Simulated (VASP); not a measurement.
Output of a VASP run:

OSZICAR:
```
       N       E                     dE             d eps       ncg     rms          rms(c)
DAV:   1     0.679505092052E+02    0.67951E+02   -0.67674E+03   810   0.126E+03
DAV:   2    -0.104527911304E+02   -0.78403E+02   -0.73871E+02   905   0.323E+02
DAV:   3    -0.191877540821E+02   -0.87350E+01   -0.81498E+01  1261   0.751E+01
DAV:   4    -0.193979308820E+02   -0.21018E+00   -0.20965E+00  1187   0.102E+01
DAV:   5    -0.193996476913E+02   -0.17168E-02   -0.17164E-02  1027   0.853E-01    0.272E+01
DAV:   6    -0.175313545261E+02    0.18683E+01   -0.14323E+01  1227   0.253E+01    0.235E+01
DAV:   7    -0.174267203859E+02    0.10463E+00   -0.72555E-01  1173   0.645E+00    0.149E+01
DAV:   8    -0.174243104224E+02    0.24100E-02   -0.61601E-02  1121   0.296E+00    0.209E+00
DAV:   9    -0.174231339195E+02    0.11765E-02   -0.30800E-03  1061   0.533E-01    0.251E-01
DAV:  10    -0.174231319253E+02    0.19942E-05   -0.29984E-04  1232   0.218E-01    0.524E-02
DAV:  11    -0.174231302350E+02    0.16903E-05   -0.17495E-05  1022   0.457E-02    0.108E-02
DAV:  12    -0.174231298739E+02    0.36115E-06   -0.13800E-06   531   0.140E-02
   1 F= -.17423130E+02 E0= -.17423094E+02  d E =-.174231E+02
       N       E                     dE             d eps       ncg     rms          rms(c)
DAV:   1    -0.176536468036E+02   -0.23052E+00   -0.52638E+00   962   0.276E+01    0.656E+00
DAV:   2    -0.174688437088E+02    0.18480E+00   -0.66461E-01   911   0.610E+00    0.257E+00
DAV:   3    -0.174272357472E+02    0.41608E-01   -0.86639E-02  1208   0.428E+00    0.159E+00
DAV:   4    -0.174141159014E+02    0.13120E-01   -0.30246E-02  1204   0.234E+00    0.628E-01
DAV:   5    -0.174141953309E+02   -0.79429E-04   -0.13806E-03  1167   0.353E-01    0.126E-01
DAV:   6    -0.174141558674E+02    0.39463E-04   -0.19612E-04   936   0.963E-02    0.260E-02
DAV:   7    -0.174141543987E+02    0.14687E-05   -0.10150E-05  1223   0.397E-02    0.871E-03
DAV:   8    -0.174141538407E+02    0.55800E-06   -0.28733E-07   466   0.798E-03
   2 F= -.17414154E+02 E0= -.17414013E+02  d E =0.897603E-02
       N       E                     dE             d eps       ncg     rms          rms(c)
DAV:   1    -0.175119140910E+02   -0.97760E-01   -0.15841E+00  1010   0.150E+01    0.363E+00
DAV:   2    -0.174554550546E+02    0.56459E-01   -0.20891E-01   917   0.325E+00    0.152E+00
DAV:   3    -0.174428022207E+02    0.12653E-01   -0.31241E-02  1216   0.251E+00    0.922E-01
DAV:   4    -0.174386390565E+02    0.41632E-02   -0.10386E-02  1210   0.128E+00    0.324E-01
DAV:   5    -0.174386559287E+02   -0.16872E-04   -0.21934E-04  1100   0.195E-01    0.589E-02
DAV:   6    -0.174386530892E+02    0.28395E-05   -0.13886E-05  1167   0.395E-02    0.136E-02
DAV:   7    -0.174386533582E+02   -0.26901E-06   -0.35259E-07   481   0.701E-03
   3 F= -.17438653E+02 E0= -.17438530E+02  d E =-.155235E-01
```

OUTCAR:
```
------------------------ aborting loop because EDIFF is reached ----------------------------------------
  FORCE on cell =-STRESS in cart. coord.  units (eV):
  Direction    XX          YY          ZZ          XY          YZ          ZX
  --------------------------------------------------------------------------------------
  Total       -0.0059119     -0.0059119     -0.0059119      0.0000000      0.0000000      0.0000000
  in kB       -0.3515786     -0.3515786     -0.3515786      0.0000000      0.0000000      0.0000000
  external PRESSURE =      -0.3515786 kB  Pullay stress =       0.0000000 kB
  volume of cell :       26.94
      direct lattice vectors                 reciprocal lattice vectors
    -0.000000000  2.379363374  2.379363374    -0.210140244  0.210140244  0.210140244
     2.379363374  0.000000000  2.379363374     0.210140244 -0.210140244  0.210140244
     2.379363374  2.379363374  0.000000000     0.210140244  0.210140244 -0.210140244
 POSITION                                       TOTAL-FORCE (eV/Angst)
 -----------------------------------------------------------------------------------
      0.00000      0.00000      0.00000         0.000000     -0.000000     -0.000000
      2.37936      2.37936      2.37936        -0.000000      0.000000      0.000000
 -----------------------------------------------------------------------------------
    total drift:                                0.000000      0.000000      0.000000
  FREE ENERGIE OF THE ION-ELECTRON SYSTEM (eV)
  ---------------------------------------------------
  free  energy   TOTEN  =       -17.4386533582 eV

  energy  without entropy=      -17.4384071811  energy(sigma->0) =      -17.43853027

 reached required accuracy - stopping structural energy minimisation
```
(Selected blocks of OUTCAR.)

File POSCAR:
```
TmN
1
    0.0000000000     2.4045000000     2.4045000000
    2.4045000000     0.0000000000     2.4045000000
    2.4045000000     2.4045000000     0.0000000000
Tm N
1 1
Direct
  0.0000000000   0.0000000000   0.0000000000
  0.5000000000   0.5000000000   0.5000000000
```

### Question
Reconstruct the remaining input files.

### Answer
Several could match; the one computed here: the input of the run itself, PBEsol GGA, plane waves, VASP's PBE PAW potentials (set 64).

KPOINTS:
```
Automatic mesh
0
Gamma
9 9 9
0 0 0
```

INCAR:
```
# general
SYSTEM   =  TmN
PREC     =  Accurate
ENCUT    =  520
LREAL    =  F
LASPH    =  T

# electronic loop
EDIFF    =  1E-6
NELM     =  100
ALGO     =  Normal
LMAXMIX  =  6

# smearing
ISMEAR   =  0
SIGMA    =  0.05

# functional
GGA      =  PS

# ions
IBRION   =  2
NSW      =  60
ISIF     =  3
EDIFFG   =  -0.01

# output
LWAVE    =  F
LCHARG   =  F
```

POTCAR, in this order: Tm_3 N (PBE.64 set). Program: vasp_std.

The 4f electrons are frozen in the core of the lanthanide potential, so 4f levels, which can set the real gap, and their magnetism are missing. Energy and stress use the plane-wave basis of the starting cell.

The structure comes from a measured TmN entry (Fm-3m) of the Crystallography Open Database, whose conditions weren't checked. This run relaxes it. Symmetry was kept, so distortions that lower it aren't found.
